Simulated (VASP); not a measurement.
Given:

```
CELL_PARAMETERS angstrom
      7.15660     0.00000     0.00000
     -3.57830     6.19780     0.00000
      0.00000     0.00000     3.36529
ATOMIC_POSITIONS crystal
  Ta 0.26602 0.00000 0.00000
  Ta 0.00000 0.26602 0.00000
  Ta 0.73398 0.73398 0.00000
  Ta 0.59893 0.00000 0.50000
  Ta 0.00000 0.59893 0.50000
  Ta 0.40107 0.40107 0.50000
  Ge 0.00000 0.00000 0.50000
  Ge 0.33333 0.66667 0.00000
  Ge 0.66667 0.33333 0.00000
```

Calculation: PBEsol GGA, VASP's PBE PAW potentials (set 64) (plane waves; VASP). Numerical set-up: 400 eV cut-off, Gaussian smearing of 0.050 eV, potentials Ta_pv Ge_d.

Give the energies of bands 48 to 61 at the high-symmetry points, in eV from the Fermi level.

| band | Γ | M | K | A | L | H |
|---|---|---|---|---|---|---|
| 48 | -1.85 | -1.37 | -1.52 | -2.40 | -2.16 | -2.23 |
| 49 | -1.76 | -1.32 | -1.52 | -1.61 | -1.96 | -2.02 |
| 50 | -1.76 | -0.64 | -0.45 | -1.61 | -1.83 | -1.71 |
| 51 | -0.36 | -0.55 | -0.45 | -1.02 | -1.79 | -1.71 |
| 52 | -0.36 | -0.37 | -0.43 | -1.02 | -1.57 | -1.71 |
| 53 | 0.42 | 0.14 | -0.43 | -0.70 | -0.53 | -0.48 |
| 54 | 0.67 | 0.25 | 0.02 | -0.34 | -0.52 | -0.48 |
| 55 | 0.67 | 0.28 | 0.34 | 0.12 | -0.20 | -0.16 |
| 56 | 0.74 | 0.50 | 0.34 | 0.12 | 0.06 | -0.16 |
| 57 | 0.74 | 0.89 | 1.04 | 1.88 | 1.55 | 1.78 |
| 58 | 1.14 | 0.97 | 1.10 | 1.88 | 1.95 | 1.79 |
| 59 | 1.35 | 1.02 | 1.11 | 2.58 | 2.34 | 2.12 |
| 60 | 1.50 | 1.13 | 1.80 | 3.24 | 2.42 | 2.12 |
| 61 | 1.50 | 1.25 | 1.80 | 3.25 | 3.49 | 3.40 |

It has no gap at this level: it comes out as a metal or semimetal.

The structure was generated: Ta2Ge was put into the Fe2P type (P-62m), which need not be its known phase. It was relaxed first, which changed the volume by -13 %.
